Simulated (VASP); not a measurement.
An input for Quantum ESPRESSO's pw.x (written as the equivalent of a VASP run, and not itself run):

```
&CONTROL
  calculation = 'vc-relax'
  pseudo_dir = './pseudo'
  outdir = './out'
  tprnfor = .true.
  tstress = .true.
  nstep = 40
  forc_conv_thr = 0.00039
/
&SYSTEM
  ibrav = 0
  nat = 2
  ntyp = 1
  ecutwfc = 82
  occupations = 'smearing'
  smearing = 'gaussian'
  degauss = 0.003675
  input_dft = 'pbesol'
/
&ELECTRONS
  conv_thr = 7.3e-09
  electron_maxstep = 100
/
&IONS
/
&CELL
  press = 200
/
ATOMIC_SPECIES
  C 12.011 C.upf
CELL_PARAMETERS angstrom
     0.0000000    1.7531182    1.7531182
     1.7531182    0.0000000    1.7531182
     1.7531182    1.7531182   -0.0000000
ATOMIC_POSITIONS crystal
  C    1.0000000  0.0000000  0.0000000
  C    0.2500000  0.2500000  0.2500000
K_POINTS automatic
  12 12 12 0 0 0
```

Write the VASP files for the same calculation (PBEsol).

Several could match; the one computed here: 
**INCAR**
```
! general
SYSTEM  = C
PREC    = Accurate
ENCUT   = 600
LREAL   = .FALSE.
LASPH   = .TRUE.   ! aspherical one-centre terms

! electronic loop
EDIFF   = 1E-7   ! SCF stop (eV)
NELM    = 100   ! most electronic steps
ALGO    = Normal   ! blocked Davidson

! smearing
ISMEAR  = 0   ! Gaussian
SIGMA   = 0.05   ! width (eV)

! functional
GGA     = PS   ! PBEsol

! ions
IBRION  = 2   ! conjugate gradients
NSW     = 40
ISIF    = 3   ! ions, shape and volume
EDIFFG  = -0.01   ! ionic stop
PSTRESS = 200   ! kbar

! output
LWAVE   = .FALSE.
LCHARG  = .FALSE.
```

File KPOINTS:
```
Automatic
0
G
  12 12 12
0 0 0
```

**POSCAR**
```
C
1
    0.0000000000     1.7531182157     1.7531182157
    1.7531182157     0.0000000000     1.7531182157
    1.7531182157     1.7531182157    -0.0000000000
C
2
Direct
  1.0000000000   0.0000000000   0.0000000000
  0.2500000000   0.2500000000   0.2500000000
```

POTCAR, in this order: C (PBE.64 set). Program: vasp_std.

Limits of the translation: the potentials are each code's own (VASP's PAW set, PseudoDojo norm-conserving files in pw.x), so ENCUT and ecutwfc are chosen apart and not converted; conv_thr bounds pw.x's estimated SCF error, while EDIFF bounds the energy change between steps; forc_conv_thr acts on force components and is met together with etot_conv_thr.

The compound is C in the diamond structure. It was relaxed first under an external pressure of 20 GPa.
